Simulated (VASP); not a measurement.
Input of a VASP 6.6.1 run:

File INCAR:

```
  PREC = Accurate
  ENCUT = 600
  EDIFF = 1E-6
  ISMEAR = -1
  SIGMA = 0.05
  LREAL = False
  LASPH = True
  NELM = 100
  ALGO = Fast
  ISIF = 3
  LWAVE = False
  LCHARG = False
  GGA = PE
  IBRION = 2
  NSW = 60
  EDIFFG = -0.005
```

Contents of KPOINTS:

```
Automatic mesh
0
Gamma
  6 6 5
```

The input POSCAR:

```
LiYHg
1.0
    4.2179400000      0.0000000000      0.0000000000
    0.0000000000      4.2179400000      0.0000000000
    0.0000000000      0.0000000000      5.2510900000
Li Y Hg
1 1 1
Direct
    0.5000000000      0.5000000000      0.5000000000
    0.0000000000      0.0000000000      0.0000000000
    0.5000000000      0.5000000000      0.0000000000
```

Potentials or basis: VASP PAW PBE potentials, release 64 (Li_sv_GW, Y_sv_GW, Hg_sv_GW).

Run with:

```bash
$ cat potpaw_PBE.64/Li_sv_GW/POTCAR potpaw_PBE.64/Y_sv_GW/POTCAR potpaw_PBE.64/Hg_sv_GW/POTCAR > POTCAR
$ mpirun -np 1 vasp_std > vasp.out
```

(1) Estimate the space group after relaxing (to 0.05 Å).

(2) Estimate the relaxed volume.

(3) Predict the band gap on the k mesh.

(4) Estimate the relaxed cell.

Answers

(1) P4/mmm (No. 123).

(2) 30.97 Å³/atom.

(3) none (metal or under the smearing width).

(4) a = 4.203 Å, b = 4.203 Å, c = 5.259 Å, α = 90.00°, β = 90.00°, γ = 90.00°.
